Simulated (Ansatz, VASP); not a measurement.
# Sn2C: VASP beside Ansatz

Aim: how closely do two programs agree when they are given the same cell, functional and k mesh? The cell is generated by rule, not measured, and may not be a known phase. The cell is taken from a series of runs on this material, whose earlier steps may have relaxed, scaled, displaced or heated it; both programs get it as it stands.

Method: plane waves, with VASP 6.6.1 beside it; single point at PBEsol, in Ansatz 0.2.0.

The structure was built from a prototype and need not be the compound's stable phase.

### 1. Set-up

Symmetry: R-3m, No. 166, trigonal system. The conventional cell has a = 4.424 Å, b = 4.424 Å, c = 21.672 Å, α = 90.00°, β = 90.00°, γ = 120.00°. Nearest to C lie 1 Sn at 2.11 Å. Nearest to Sn lie 3 C at 2.96 Å and 6 Sn at 3.13 Å. Sn has 4 C at 2.11 to 2.57 Å and 6 Sn at 3.13 Å nearest. Farther neighbours are not listed.

As a file:

```cif
data_structure
_symmetry_space_group_name_H-M 'R-3m:H'
_symmetry_Int_Tables_number 166
_cell_length_a 4.4238
_cell_length_b 4.4238
_cell_length_c 21.6719
_cell_angle_alpha 90.000
_cell_angle_beta 90.000
_cell_angle_gamma 120.000
_cell_volume 367.29
loop_
_atom_site_label
_atom_site_type_symbol
_atom_site_symmetry_multiplicity
_atom_site_Wyckoff_symbol
_atom_site_fract_x
_atom_site_fract_y
_atom_site_fract_z
_atom_site_occupancy
C1 C 6 c 0.33333 0.66667 0.94435 1
Sn1 Sn 6 c 0.66667 0.33333 0.20840 1
Sn2 Sn 6 c 0.33333 0.66667 0.04160 1
```

### 2. VASP: single point, PBEsol, pair 1

A single point gives forces, pressure and levels at one fixed geometry, so differences don't come from the geometry; what else differs is listed under the comparison.

Lines of VASP's logs that name or quote its potential files are left out, and so is its time.

File INCAR:

```
SYSTEM = Sn2C
PREC = Accurate
ENCUT = 600
EDIFF = 1E-06
NELM = 120
ISMEAR = 1
SIGMA = 0.2
LREAL = .FALSE.
ALGO = Normal
GGA = PS
NBANDS = 39
LORBIT = 11
LWAVE = .FALSE.
LCHARG = .FALSE.
ISIF = 2
LASPH = .TRUE.
GGA_COMPAT = .FALSE.
KPAR = 2
```

File POSCAR:

```
Sn2C
1.0
    0.0000000000      3.1280718686      3.1280718686
   -3.1280718686      3.1280718686      0.0000000000
   -3.1280718686     -3.1280718686      6.2561437372
C Sn
2 4
Direct
    0.9446288038      0.0276855980      0.0830567942
    0.0553711960      0.4723144020      0.4169432060
    0.7498646724      0.6250676637      0.8752029913
    0.7501353274      0.1249323363      0.3747970089
    0.2501353274      0.8749323363      0.6247970089
    0.2498646724      0.3750676637      0.1252029913
```

File KPOINTS:

```
Automatic mesh
0
Gamma
12 12 12
0 0 0
```

Potentials, in the order of the species: C and Sn_d (PBE family, release 64).

Started as:

```sh
mpirun -np 2 vasp_std
```

Numbers of over 12 decimals in the logs are rounded to 6 here.

What it wrote:

```text
[banner, memory and clock lines left out]
running    2 mpi-ranks, on    1 nodes
 distrk:  each k-point on    1 cores,    2 groups
 distr:  one band on    1 cores,    1 groups

 POSCAR found type information on POSCAR C Sn
 POSCAR found :  2 types and       6 ions
|                                                                             |
|               ----> ADVICE to this user running VASP <----                  |
|                                                                             |
|     You enforced a specific xc type in the INCAR file but a different       |
|     [... a line on the potential file left out ...]
|     I HOPE YOU KNOW WHAT YOU ARE DOING!                                     |
|                                                                             |

 LDA part: xc-table for (Slater+PW92), standard interpolation
 POSCAR, INCAR and KPOINTS ok, starting setup
 FFT: planning ... GRIDC
 FFT: planning ... GRID_SOFT
 FFT: planning ... GRID
 WAVECAR not read
 entering main loop
       N       E                     dE             d eps       ncg     rms          rms(c)
DAV:   1     0.700416864214E+03    0.70042E+03   -0.33863E+04 15198   0.275E+03
DAV:   2     0.789319522009E+02   -0.62148E+03   -0.60608E+03 14742   0.686E+02
DAV:   3    -0.235525782400E+02   -0.10248E+03   -0.98088E+02 16711   0.221E+02
DAV:   4    -0.310060148305E+02   -0.74534E+01   -0.72173E+01 17868   0.580E+01
DAV:   5    -0.312624859474E+02   -0.25647E+00   -0.25588E+00 17935   0.109E+01    0.927E+00
DAV:   6    -0.287182135002E+02    0.25443E+01   -0.12295E+01 21060   0.270E+01    0.547E+00
DAV:   7    -0.283046677229E+02    0.41355E+00   -0.31292E+00 17691   0.970E+00    0.269E+00
DAV:   8    -0.282985580806E+02    0.61096E-02   -0.67211E-01 19008   0.545E+00    0.101E+00
DAV:   9    -0.282824167095E+02    0.16141E-01   -0.36670E-02 22273   0.271E+00    0.241E-01
DAV:  10    -0.282825605866E+02   -0.14388E-03   -0.14351E-02 18382   0.181E+00    0.111E-01
DAV:  11    -0.282826326031E+02   -0.72017E-04   -0.20151E-03 19090   0.418E-01    0.542E-02
DAV:  12    -0.282826493626E+02   -0.16759E-04   -0.15392E-04 23219   0.105E-01    0.153E-02
DAV:  13    -0.282826478475E+02    0.15151E-05   -0.25926E-05 17683   0.723E-02    0.936E-03
DAV:  14    -0.282826476274E+02    0.22011E-06   -0.50135E-06 16314   0.238E-02
   1 F= -.28282648E+02 E0= -.28281139E+02  d E =-.452490E-02
```

From OUTCAR (step 2):

```text
ion  position               nearest neighbor table
   1  0.945  0.028  0.083-   4 2.11   6 2.57   6 2.57   6 2.57
   2  0.055  0.472  0.417-   6 2.11   4 2.57   4 2.57   4 2.57
   3  0.750  0.625  0.875-   6 3.13   6 3.13   6 3.13   5 3.13   5 3.13   5 3.13
   4  0.750  0.125  0.375-   1 2.11   2 2.57   2 2.57   2 2.57   6 3.13   6 3.13   6 3.13   5 3.13
                             5 3.13   5 3.13
   5  0.250  0.875  0.625-   4 3.13   4 3.13   4 3.13   3 3.13   3 3.13   3 3.13
   6  0.250  0.375  0.125-   2 2.11   1 2.57   1 2.57   1 2.57   4 3.13   4 3.13   4 3.13   3 3.13
                             3 3.13   3 3.13

  LATTYP: Found a trigonal (rhomboedric) cell.
 ALAT       =     7.6621799568
 COS(alpha) =     0.8333333333

 Subroutine GETGRP returns: Found 12 space group operations
 (whereof  6 operations were pure point group operations)

The static configuration has the point symmetry C_3v.
 The point group associated with its full space group is D_3d.

 Found    189 irreducible k-points:

   k-points           NKPTS =    189   k-points in BZ     NKDIM =    189   number of bands    NBANDS=     39

   dimension x,y,z NGX =    36 NGY =   36 NGZ =   64
   dimension x,y,z NGXF=    72 NGYF=   72 NGZF=  128

   ENCUT  =  600.0 eV  44.10 Ry    6.64 a.u.   8.84  8.84 15.30*2*pi/ulx,y,z

   NELECT =      64.0000    total number of electrons

 k-points in reciprocal lattice and weights: Automatic mesh
   0.00000000  0.00000000  0.00000000       0.001
   0.08333333  0.00000000  0.00000000       0.003
   0.16666667  0.00000000  0.00000000       0.003
   0.25000000  0.00000000  0.00000000       0.003
   0.33333333  0.00000000  0.00000000       0.003
   0.41666667  0.00000000  0.00000000       0.003
   0.50000000  0.00000000  0.00000000       0.002
   0.00000000  0.08333333  0.00000000       0.003
   0.16666667  0.08333333 -0.00000000       0.007
[...]
-0.08333333  0.08333333  0.41666667       0.003
   0.00000000  0.00000000  0.50000000       0.001

 average (electrostatic) potential at core
       1 -47.6071       2 -47.6071       3 -99.2006       4 -99.0552       5 -99.2006
       6 -99.0552

 E-fermi :   7.8042

 k-point     1 :       0.0000    0.0000    0.0000
  band No.  band energies     occupation
    ...
     29       5.8995      2.00000
     30       6.4101      2.00000
     31       6.4101      2.00000
     32       7.5998      2.05452
     33       7.5998      2.05452
     34       7.8837      0.38244
     35       8.3106     -0.00200
     36       8.3106     -0.00200
     37       9.3954     -0.00000
     38      11.9060      0.00000
    ...

 k-point     2 :       0.0833    0.0000    0.0000
  band No.  band energies     occupation
    ...
     29       5.9278      2.00000
     30       6.3175      2.00000
     31       6.6261      2.00000
     32       7.5509      2.07041
     33       7.6099      2.04385
     34       7.9214      0.17253
     35       8.3278     -0.00134
     36       8.7513     -0.00000
     37      10.2225     -0.00000
     38      11.3166     -0.00000
    ...

 k-point     3 :       0.1667    0.0000    0.0000
  band No.  band energies     occupation
    ...
     29       5.9027      2.00000
     30       6.0726      2.00000
     31       7.0814      2.00000
     32       7.2515      2.00066
     33       7.6714      1.89323
     34       7.9283      0.14174
     35       8.9404     -0.00000
     36       9.6139     -0.00000
     37      10.4987     -0.00000
     38      11.3946     -0.00000
    ...

  Total        0.3598885      0.3598885      0.3598885      2.8040301     -2.8040301     -2.8040301
  in kB        4.7096477      4.7096477      4.7096477     36.6946797    -36.6946797    -36.6946797
  external PRESSURE =       4.7096477 kB  Pullay stress =       0.0000000 kB

  energy-cutoff  :      600.00
  volume of cell :      122.43
      direct lattice vectors                 reciprocal lattice vectors
     0.000000000  3.128071869  3.128071869     0.159842875  0.159842875  0.159842875
    -3.128071869  3.128071869  0.000000000    -0.239764312  0.079921437 -0.079921437
    -3.128071869 -3.128071869  6.256143737    -0.079921437 -0.079921437  0.079921437

 POSITION                                       TOTAL-FORCE (eV/Angst)
 -----------------------------------------------------------------------------------
     -0.34641      2.78166      3.47448         0.833958      0.833958     -0.833958
     -2.78166      0.34641      2.78166        -0.833958     -0.833958      0.833958
     -4.69295      1.56319      7.82103        -0.163562     -0.163562      0.163562
     -1.56319      1.56488      4.69126        -1.292963     -1.292963      1.292963
     -4.69126      1.56488      4.69126         0.163562      0.163562     -0.163562
     -1.56488      1.56319      1.56488         1.292963      1.292963     -1.292963
 -----------------------------------------------------------------------------------
    total drift:                               -0.000000      0.000000      0.000000

  FREE ENERGIE OF THE ION-ELECTRON SYSTEM (eV)
  ---------------------------------------------------
  free  energy   TOTEN  =       -28.2826476274 eV

  energy  without entropy=      -28.2781227301  energy(sigma->0) =      -28.28113933

 total charge
# of ion       s       p       d       tot
------------------------------------------
    1        0.965   1.215   0.000   2.180
    2        0.965   1.215   0.000   2.180
    3        1.299   0.842   9.985  12.127
    4        1.180   1.088  10.080  12.348
    5        1.299   0.842   9.985  12.127
    6        1.180   1.088  10.080  12.348
--------------------------------------------------
tot          6.888   6.292  40.132  53.311

[... 3 further parts left out ...]
```

The run ends at a pressure of 0.47 GPa, with forces up to 2.2 eV/Å.

### 3. Ansatz: single point, PBEsol, pair 1

Ansatz runs on its default PAW (the set named soft_2) files.

The same cell, functional, mesh and smearing now go to Ansatz, which takes its cutoff from its data sets.

File input.yaml:

```yaml
crystal:
  lattice:
    - [0.0, 3.1280718686, 3.1280718686]
    - [-3.1280718686, 3.1280718686, 0.0]
    - [-3.1280718686, -3.1280718686, 6.2561437372]
  atoms:
    - { symbol: C, position: [-0.0553711961, 0.027685598, 0.0830567941] }
    - { symbol: C, position: [0.0553711961, 0.472314402, 0.4169432059] }
    - { symbol: Sn, position: [0.7498646725, 0.6250676637, 0.8752029912] }
    - { symbol: Sn, position: [0.7501353275, 0.1249323363, 0.3747970088] }
    - { symbol: Sn, position: [0.2501353275, 0.8749323363, 0.6247970088] }
    - { symbol: Sn, position: [0.2498646725, 0.3750676637, 0.1252029912] }
kpoints:
  mp_grid: { grid: [12, 12, 12] }
hamiltonian:
  xc: pbesol
scf:
  occupations: { method: methfessel_paxton, width: 0.2 }
output:
  forces: true
  stress: true
  eigenvalues: true
```

Started as:

```sh
ansatz run input.yaml --threads 4 --pin off --max-ram 7168MiB --backend cpu --events-out ev --progress --plain --runs-dir out
```

What it wrote:

```text
Engine: ansatz 0.2.0, aarch64-unknown-linux-gnu
Pseudopotentials: kind: paw
Pseudopotential: C, paw, valence charge 4, recommended cutoff 420 eV (normal), C.paw.azcp
Pseudopotential: Sn, paw, valence charge 14, recommended cutoff 420 eV (normal), Sn.paw.azcp
Functional definition: PBEsol
  exchange = pbesol_x
  correlation = pbesol_c
Crystal: 6 atoms, lattice volume = 122.431 Å³
Basis set: ecut = 420 eV, 2437 PW (Γ), exchange–correlation on 60×60×108 points (8 copies of the dense FFT grid, shifted against one another)
Bands: 39, of which v1, the nominal top of the filled ones, is band 32 counted from 1 (31 counted from 0)
Symmetry: 12 space group operations
Space group: R-3m (ITA 166), of the structure as read, at distance tolerance 5.0e-5 Å
k-points: 189 of 1728
Non-local potential: C, projectors of the file, l = 0: 2, l = 1: 2, l = 2: 1
Non-local potential: Sn, projectors of the file, l = 0: 2, l = 1: 2, l = 2: 2, l = 3: 2
PAW form: soft (Blöchl's): semilocal exchange-correlation on the pseudo side does not see the compensation charge
PAW frozen core: C, regenerated for the run's functional, and the local potential with it (the file was generated under x = pbe(κ = 0.804, μ = 0.219515), c = pbe(β = 0.066725))
PAW frozen core: Sn, regenerated for the run's functional, and the local potential with it (the file was generated under x = pbe(κ = 0.804, μ = 0.219515), c = pbe(β = 0.066725))
PAW one-centre angular grid: C, 110 points (default); XC on 64 Gauss nodes
PAW one-centre angular grid: Sn, 590 points (default); XC on 64 Gauss nodes
Initial density: superposition of atomic densities (neutral atoms: chi_scale 0, normalization atom), corrected by the library's trained network
Initial wavefunctions: pseudopotential atomic-orbital guess
Functional: x = pbesol(κ = 0.804, μ = 0.123457), c = pbesol(β = 0.046)
SCF iter   1: F=—  HF=-24284.477408 eV  |F-HF|=—  |Δ(HF+E_count)|=         —  Δρ=9.64e-3  dr2=1.92e-1  ethr=1.77e-3  ⟨swp⟩=6.3  Hψ=31539  notcnv=0
preconditioner: auto → Kerker (q_TF=auto, 2.449 Å⁻¹)  [metal: Δε(μ)=0.012 eV  Ē_g=17.760 eV  σ=0.200 eV  W_gap=0.05  n_scr=28 (ndim 8)  ℏωp=26.8 eV  f_vac=0.001  D(μ)=3.76/eV (n_scr^D=28)]
SCF iter   2: F=—  HF=-24284.448271 eV  |F-HF|=—  |Δ(HF+E_count)|=   2.91e-2  S|Δr|=    0.00e0  Δρ=4.86e-3  dr2=5.13e-2  ethr=3.00e-4  ⟨swp⟩=1.0  Hψ=8883  notcnv=0  defer=1
SCF iter   3: F=—  HF=-24284.438615 eV  |F-HF|=—  |Δ(HF+E_count)|=   9.66e-3  S|Δr|=    0.00e0  Δρ=5.90e-4  dr2=4.68e-4  ethr=8.02e-5  ⟨swp⟩=2.0  Hψ=9057  notcnv=0  defer=1
SCF iter   4: F=—  HF=-24284.438618 eV  |F-HF|=—  |Δ(HF+E_count)|=   2.77e-6  S|Δr|=    0.00e0  Δρ=1.83e-4  dr2=7.70e-5  ethr=7.31e-7  ⟨swp⟩=3.0  Hψ=15003  notcnv=0  defer=1
SCF iter   5: F=—  HF=-24284.438603 eV  |F-HF|=—  |Δ(HF+E_count)|=   1.46e-5  S|Δr|=    0.00e0  Δρ=7.77e-5  dr2=1.86e-5  ethr=1.20e-7  ⟨swp⟩=2.1  Hψ=12451  notcnv=0  defer=1
SCF iter   6: F=—  HF=-24284.438601 eV  |F-HF|=—  |Δ(HF+E_count)|=   2.22e-6  S|Δr|=    0.00e0  Δρ=2.98e-5  dr2=2.06e-6  ethr=2.91e-8  ⟨swp⟩=3.0  Hψ=13472  notcnv=0  defer=1
SCF iter   7: F=—  HF=-24284.438601 eV  |F-HF|=—  |Δ(HF+E_count)|=   3.09e-8  S|Δr|=    0.00e0  Δρ=7.93e-6  dr2=1.48e-7  ethr=3.21e-9  ⟨swp⟩=2.8  Hψ=12892  notcnv=0  defer=1
SCF iter   8: F=-24284.438601 eV  HF=-24284.438601 eV  |F-HF|=4.95e-9  |Δ(HF+E_count)|=   2.14e-8  S|Δr|=    0.00e0  Δρ=2.06e-6  dr2=1.19e-8  ethr=1.56e-10  ⟨swp⟩=9.2  Hψ=30553  notcnv=0
SCF 1 converged in 8 iterations: F = -24284.438601 eV  dr2 = 1.19e-8
  greatest PAW one-centre occupation: 0.992 electrons in one spin orbital (limit 2), on the Sn atom at site 5 (counted from 0), in its partial waves of l = 2
SCF converged after 8 iterations
Stability not checked: this state was not tested for a lower state beside it, because cold or Methfessel-Paxton smearing, or corrected tetrahedra, fill the levels in a way that the test cannot read (fill_not_monotonic; see scf.lower_state_search)
Free energy (F): -24284.438601 eV
Harris-Foulkes:  -24284.438601 eV  (|F-HF|=4.95e-9)
Internal energy: -24284.434047 eV  (E = F + TS)
E sigma→0 (E₀):  -24284.437463 eV
Entropy (-TS):   -0.004554 eV (-0.759 meV/atom)
Fermi energy:    10.590104 eV
--- Per-component energies (eV) ---
  E_band       = -311.370581
  E_kinetic    = 910.312269
  E_local      = -3631.781293  (includes V_loc(G=0)·N_el)
  E_nonlocal   = -65.737941
  E_hartree    = 2203.266604
  E_xc         = -1609.801855
  E_vxc        = -502.742975  (∫ρ·V_xc dr)
  E_paw        = -16448.095891  (= ΣΔE_a)
  E_vpaw       = -1427.952040  (= ΣTr[D̂ρ^β])
  E_aug_tail   = 0.000006  (compensation charges beyond the density's cutoff)
  E_ewald      = -5643.777506
  E_core_change = 1.181560  (= ΣΔE_core)
  E_smearing   = -0.004554  (= −TS)
  E_closure    = -0.000000  (closes the sum)
  Σ components = -24284.438601   (vs F -24284.438601, Δ=0.00e0)
--- Forces (eV/Å), atoms counted from 1 ---
  atom   1  C      0.83801614     0.83801614    -0.83801614
  atom   2  C     -0.83801614    -0.83801614     0.83801614
  atom   3  Sn    -0.16389685    -0.16389685     0.16389685
  atom   4  Sn    -1.29682384    -1.29682384     1.29682384
  atom   5  Sn     0.16389685     0.16389685    -0.16389685
  atom   6  Sn     1.29682384     1.29682384    -1.29682384
  max |Σ_I F_I| component: 2.22e-16 eV/Å
--- Stress (GPa, compression-positive) ---
        0.500554       3.695943      -3.695943
        3.695943       0.500554      -3.695943
       -3.695943      -3.695943       0.500554
  P = ⅓ Tr σ = 0.5006 GPa (5.006 kbar)
--- Band table (eV; the first three rows and the last of 189) ---
  k-point 0: bands = [... 28 lower, 8.6844, 9.1955, 9.1955, 10.3866, 10.3866, 10.6693, 11.0985, 11.0985, ... 3 higher]
  k-point 1: bands = [... 28 lower, 9.0174, 9.1680, 9.1680, 10.4268, 10.4268, 10.7472, 11.1193, 11.1193, ... 3 higher]
  k-point 2: bands = [... 28 lower, 9.1002, 9.1002, 9.3597, 10.5275, 10.5275, 10.9169, 11.1829, 11.1829, ... 3 higher]
  k-point 188: bands = [... 28 lower, 8.0925, 8.4297, 10.0502, 11.0411, 11.5644, 11.7661, 12.0295, 13.2128, ... 3 higher]
```

The run ends at a pressure of 0.50 GPa, with forces up to 2.2 eV/Å.

### 4. Comparison

Known differences besides the potentials themselves: the cutoff is 420 eV in Ansatz and 600 eV in VASP; Ansatz makes its cores anew for this functional, VASP keeps those of its PBE data sets. Total energies have different zeros and are not compared.

The two programs side by side:

| quantity | Ansatz | VASP | difference |
| --- | --- | --- | --- |
| pressure (GPa) | 0.50 | 0.47 | +0.03 |

Forces (eV/Å; atoms numbered as in POSCAR):

| atom | Ansatz x, y, z | VASP x, y, z |
| --- | --- | --- |
| C1 | 0.838, 0.838, -0.838 | 0.834, 0.834, -0.834 |
| C2 | -0.838, -0.838, 0.838 | -0.834, -0.834, 0.834 |
| Sn3 | -0.164, -0.164, 0.164 | -0.164, -0.164, 0.164 |
| Sn4 | -1.297, -1.297, 1.297 | -1.293, -1.293, 1.293 |
| Sn5 | 0.164, 0.164, -0.164 | 0.164, 0.164, -0.164 |
| Sn6 | 1.297, 1.297, -1.297 | 1.293, 1.293, -1.293 |

The forces differ by 3.2 meV/Å r.m.s., which is 0.4 % of the r.m.s. force of 0.893 eV/Å (both taken over all components).

### 5. Ansatz: single point, PBEsol, pair 2

A single point gives forces, pressure and levels at one fixed geometry, so differences don't come from the geometry; what else differs is listed under the comparison. This pair takes another cell of the material, with 12 atoms against 6 for the pair before.

The cell is taken from a series of runs on this material, whose earlier steps may have relaxed, scaled, displaced or heated it; both programs get it as it stands.

File input.yaml:

```yaml
crystal:
  lattice:
    - [0.0, -3.1280718686, -3.1280718686]
    - [6.2561437372, 3.1280718686, -3.1280718686]
    - [3.1280718686, -6.2561437372, 3.1280718686]
  atoms:
    - { symbol: C, position: [0.75, 0.75, 0.5] }
    - { symbol: C, position: [0.5, 0.5, 0.0] }
    - { symbol: C, position: [0.25, 0.25, 0.5] }
    - { symbol: C, position: [0.0, 0.0, 0.0] }
    - { symbol: Sn, position: [0.1875, 0.9375, 0.625] }
    - { symbol: Sn, position: [0.9375, 0.6875, 0.125] }
    - { symbol: Sn, position: [0.6875, 0.4375, 0.625] }
    - { symbol: Sn, position: [0.4375, 0.1875, 0.125] }
    - { symbol: Sn, position: [0.0625, 0.3125, 0.875] }
    - { symbol: Sn, position: [0.8125, 0.0625, 0.375] }
    - { symbol: Sn, position: [0.5625, 0.8125, 0.875] }
    - { symbol: Sn, position: [0.3125, 0.5625, 0.375] }
kpoints:
  mp_grid: { grid: [8, 6, 8] }
hamiltonian:
  xc: pbesol
scf:
  occupations: { method: methfessel_paxton, width: 0.2 }
output:
  forces: true
  stress: true
  eigenvalues: true
```

What it wrote:

```text
[...]
Crystal: 12 atoms, lattice volume = 244.861 Å³
Basis set: ecut = 420 eV, 4831 PW (Γ), exchange–correlation on 60×108×108 points (8 copies of the dense FFT grid, shifted against one another)
Bands: 77, of which v1, the nominal top of the filled ones, is band 64 counted from 1 (63 counted from 0)
Symmetry: 16 space group operations
[...]
k-points: 114 of 384
[...]
k-point 0: bands = [... 60 lower, 8.9974, 10.1777, 10.1778, 10.1809, 10.4310, 10.4310, 11.1547, 11.1564, ... 9 higher]
  k-point 1: bands = [... 60 lower, 9.0855, 9.7609, 10.3007, 10.3025, 10.3634, 10.8569, 11.1693, 11.1710, ... 9 higher]
  k-point 2: bands = [... 60 lower, 9.0367, 9.3903, 10.3218, 10.5752, 10.5768, 11.1966, 11.1983, 11.4921, ... 9 higher]
  k-point 113: bands = [... 60 lower, 9.0362, 9.0362, 10.3217, 10.3217, 11.7477, 11.7477, 12.3085, 12.3085, ... 9 higher]
[key lines of the parts left out:]
SCF converged after 7 iterations
Free energy (F): -48568.754848 eV
Fermi energy:    10.850666 eV
P = ⅓ Tr σ = -0.0059 GPa (-0.059 kbar)
```

The run ends at a pressure of -0.01 GPa, with forces up to 0.0094 eV/Å.

[end of part 1 of 2]

[Lines on the potential files, build, host, timing and source positions are cut from VASP's logs without a mark.]

[Logs are printed without paths, hosts, clocks, repeated set-up lines and the standing remarks that a program may print on its own settings, such as how far it seeks lower states.]

[Hosts, paths, dates, database ids (printed as entryN), source tags and the programs' standing remarks are cut or masked in the printed files.]
